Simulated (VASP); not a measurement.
A VASP calculation is set up with these files.

POSCAR:
```
TaSi
1
    3.1535158657    -0.0000000000     0.0000000000
   -0.0000000000     3.1535158657     0.0000000000
   -0.0000000000    -0.0000000000     3.1535158657
Ta Si
1 1
Direct
  0.0000000000   0.0000000000   0.0000000000
  0.5000000000   0.5000000000   0.5000000000
```

INCAR:
```
LREAL = .FALSE.
ENCUT = 400   # plane-wave cut-off (eV)
GGA = PE
LWAVE = .FALSE.
ISMEAR = -5   # tetrahedra, Bloechl
LORBIT = 11
ALGO = Normal   # blocked Davidson
LCHARG = .TRUE.
LASPH = .TRUE.   # aspherical one-centre terms
ISIF = 2   # forces and stress, cell fixed
LMAXMIX = 6   # l cut-off of mixed one-centre charges
EDIFF = 1E-7
NELM = 100   # most electronic steps
NEDOS = 601
PREC = Accurate
SYSTEM = TaSi
```

**KPOINTS**
```
Automatic mesh
0
Gamma
13 13 13
0 0 0
```

POTCAR, in this order: Ta_pv Si (PBE.64 set). Program: vasp_std.

Question: Translate this PBE calculation to Ansatz.

Answer: One equivalent input (not run):
Ansatz 0.2 input:
```yaml
crystal:
  lattice:
    - [3.1535159, 0.0000000, 0.0000000]
    - [0.0000000, 3.1535159, 0.0000000]
    - [0.0000000, 0.0000000, 3.1535159]
  atoms:
    - { symbol: Ta, position: [0.0000000, 0.0000000, 0.0000000] }
    - { symbol: Si, position: [0.5000000, 0.5000000, 0.5000000] }
kpoints:
  mp_grid: { grid: [13, 13, 13] }
hamiltonian:
  xc: pbe
  pseudopotentials: { kind: paw }
scf:
  occupations: { method: tetrahedron }
  max_iter: 100
output: { forces: true, stress: true, eigenvalues: true }
```
Limits of the translation: each code has its own PAW files, so the cut-off isn't converted (ENCUT is set for VASP's; basis.ecutwfc is left out, and Ansatz then takes the one that its files recommend); Ansatz stops its SCF on the density residual and VASP on the energy change (EDIFF).

The structure was generated: TaSi was put into the CsCl type type (Pm-3m), which need not be its known phase. It was relaxed first, which changed the volume by -36 %.
